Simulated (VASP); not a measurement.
Energy against volume of KZnF$_{3}$ (cubic perovskite). These are PBEsol GGA, VASP's PBE PAW potentials (set 64) (plane waves; VASP 6.6.1) values and carry that method's errors.

```
V (Å³/atom)  E (eV/atom)
-----------  -----------
12.562          -4.25283
12.963          -4.26417
13.364          -4.26824
13.765          -4.26628
14.166          -4.25911
```

Question: Fit a third-order Birch-Murnaghan equation of state.

Answer: 
* **volume per atom**: 13.42 Å³/atom
* **bulk modulus**: 79.4 GPa
* **pressure derivative of the bulk modulus**: 4.63
* **lattice constant a**: 4.064 Å

The compound is KZnF3 in the cubic perovskite structure. It was relaxed first.
